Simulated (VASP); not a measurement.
Here is the system:

```
CELL_PARAMETERS angstrom
      0.00000     2.58935     2.58935
      2.58935     0.00000     2.58935
      2.58935     2.58935     0.00000
ATOMIC_POSITIONS crystal
  Mg 0.00000 0.00000 0.00000
  S  0.50000 0.50000 0.50000
```

All values below come from r2SCAN+rVV10, VASP's PBE PAW potentials (set 64) (plane waves; VASP). Numerical set-up: 520 eV cut-off, 9×9×9 Γ-centred mesh, Gaussian smearing of 0.050 eV, potentials Mg S.

Problem. What does the run give for the energy per atom (σ→0)?

Solution. 
The energy per atom (σ→0) is -7.641 eV/atom.

Only differences to runs with the same potentials and settings are physical.

The compound is MgS in the rock salt structure. It was relaxed first.
